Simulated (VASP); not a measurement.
Consider the following.

```
CELL_PARAMETERS angstrom
      7.14656     0.00000     0.00000
      0.00000     7.14656     0.00000
      0.00000     0.00000     7.14656
ATOMIC_POSITIONS crystal
  C  0.50000 0.00000 0.00000
  C  0.62500 0.12500 0.12500
  C  0.75000 0.25000 0.00000
  C  0.87500 0.37500 0.12500
  C  0.75000 0.00000 0.25000
  C  0.87500 0.12500 0.37500
  C  0.00000 0.00000 0.00000
  C  0.12500 0.12500 0.12500
  C  0.25000 0.25000 0.00000
  C  0.37792 0.38136 0.12643
  C  0.50000 0.50000 0.00000
  C  0.62216 0.62562 0.13149
  C  0.75000 0.75000 0.00000
  C  0.87500 0.87500 0.12500
  C  0.25000 0.00000 0.25000
  C  0.37227 0.11994 0.38166
  C  0.49311 0.25553 0.24796
  C  0.63099 0.37361 0.37456
  C  0.74926 0.50572 0.25200
  C  0.87135 0.62747 0.37401
  C  0.50000 0.00000 0.50000
  C  0.62951 0.12693 0.63197
  C  0.75038 0.24643 0.49339
  C  0.87767 0.37215 0.62879
  C  0.75000 0.00000 0.75000
  C  0.87500 0.12500 0.87500
  C  0.00000 0.50000 0.00000
  C  0.12500 0.62500 0.12500
  C  0.25000 0.75000 0.00000
  C  0.37500 0.87500 0.12500
  C  0.00000 0.25000 0.25000
  C  0.12125 0.37912 0.37263
  C  0.24337 0.50652 0.25628
  C  0.38028 0.62782 0.37044
  C  0.50427 0.74842 0.25296
  C  0.62205 0.86934 0.37734
  C  0.00000 0.00000 0.50000
  C  0.12500 0.12500 0.62500
  C  0.24954 0.24481 0.50059
  C  0.37053 0.37374 0.62714
  C  0.61866 0.62441 0.61959
  C  0.75234 0.74523 0.50370
  C  0.87500 0.87500 0.62500
  C  0.25000 0.00000 0.75000
  C  0.37500 0.12500 0.87500
  C  0.50191 0.24640 0.75389
  C  0.61898 0.37874 0.87410
  C  0.75656 0.50381 0.74771
  C  0.87500 0.62500 0.87500
  C  0.00000 0.75000 0.25000
  C  0.12500 0.87500 0.37500
  C  0.00000 0.50000 0.50000
  C  0.13073 0.61865 0.62588
  C  0.25610 0.74468 0.49990
  C  0.37822 0.88047 0.61810
  C  0.00000 0.25000 0.75000
  C  0.12500 0.37500 0.87500
  C  0.24743 0.50185 0.74599
  C  0.37523 0.62668 0.87109
  C  0.49859 0.75340 0.74782
  C  0.62500 0.87500 0.87500
  C  0.00000 0.75000 0.75000
  C  0.12500 0.87500 0.87500
  B  0.49418 0.50123 0.50318
```

All values below come from PBE GGA, VASP's PBE PAW potentials (set 64) (plane waves; VASP). Run with PREC = Normal, LREAL = Auto, ISYM = 0, EDIFF = 1E-5, 400 eV cut-off, 1×1×1 Γ-centred mesh, Gaussian smearing of 0.050 eV, potentials C B. Starting moments (MAGMOM): 64*0.0156. The cell's moment is fixed (NUPDOWN = 1).

The supercell is sampled at Γ alone, which is coarse: total energies, pressure and levels can be off, energies of defects by several tenths of an eV.

Problem. The ions are relaxed. Give the cell that the relaxation ends in.

Solution. 
```
CELL_PARAMETERS angstrom
      7.14656     0.00000     0.00000
      0.00000     7.14656     0.00000
      0.00000     0.00000     7.14656
ATOMIC_POSITIONS crystal
  C  0.49926 0.00075 0.00071
  C  0.62540 0.12401 0.12402
  C  0.74936 0.25069 0.00046
  C  0.87608 0.37464 0.12400
  C  0.74939 0.00047 0.25070
  C  0.87612 0.12392 0.37472
  C  0.99954 0.00068 0.00057
  C  0.12550 0.12488 0.12482
  C  0.24958 0.25064 0.00078
  C  0.37538 0.37503 0.12487
  C  0.49956 0.50057 0.00059
  C  0.62508 0.62471 0.12489
  C  0.74949 0.75057 0.00082
  C  0.87530 0.87467 0.12482
  C  0.24960 0.00084 0.25063
  C  0.37540 0.12487 0.37504
  C  0.50033 0.25054 0.25055
  C  0.62950 0.37060 0.37062
  C  0.74954 0.49973 0.25052
  C  0.87520 0.62467 0.37497
  C  0.49956 0.00058 0.50056
  C  0.62508 0.12485 0.62470
  C  0.74952 0.25051 0.49977
  C  0.87520 0.37498 0.62469
  C  0.74950 0.00077 0.75050
  C  0.87527 0.12483 0.87460
  C  0.99934 0.50079 0.00070
  C  0.12464 0.62437 0.12391
  C  0.24951 0.75060 0.00036
  C  0.37566 0.87543 0.12395
  C  0.99961 0.25066 0.25071
  C  0.12556 0.37500 0.37500
  C  0.24861 0.50199 0.24982
  C  0.37254 0.62752 0.37061
  C  0.49806 0.75146 0.24981
  C  0.62507 0.87449 0.37498
  C  0.99940 0.00065 0.50087
  C  0.12467 0.12392 0.62442
  C  0.24865 0.24984 0.50204
  C  0.37253 0.37063 0.62755
  C  0.62940 0.62752 0.62754
  C  0.75022 0.75140 0.50197
  C  0.87614 0.87532 0.62439
  C  0.24952 0.00033 0.75058
  C  0.37567 0.12394 0.87538
  C  0.49807 0.24980 0.75144
  C  0.62506 0.37501 0.87451
  C  0.75023 0.50200 0.75145
  C  0.87613 0.62438 0.87540
  C  0.99927 0.75050 0.25058
  C  0.12498 0.87507 0.37479
  C  0.99950 0.50051 0.50053
  C  0.12580 0.62451 0.62453
  C  0.24889 0.75121 0.49968
  C  0.37555 0.87429 0.62456
  C  0.99925 0.25058 0.75051
  C  0.12494 0.37478 0.87509
  C  0.24886 0.49969 0.75125
  C  0.37555 0.62457 0.87433
  C  0.50041 0.75124 0.75129
  C  0.62533 0.87512 0.87513
  C  0.99977 0.75054 0.75058
  C  0.12552 0.87459 0.87457
  B  0.49822 0.50182 0.50183
``` The cell ends with 1.00 μB, on the first 30 sites 0.01 0.02 0.01 0.02 0.01 0.02 0.01 0.01 0.01 0.01 0.01 0.01 0.01 0.01 0.01 0.01 0.01 0.06 0.01 0.01 0.01 0.01 0.01 0.01 0.01 0.01 0.01 0.01 0.01 0.01 μB.

Problem. How much energy does the relaxation gain?

Solution. The energy (σ→0) changes by -29.2 meV/atom, in 13 ionic steps.

The cell is a supercell with a defect, built from C (diamond): B_C.
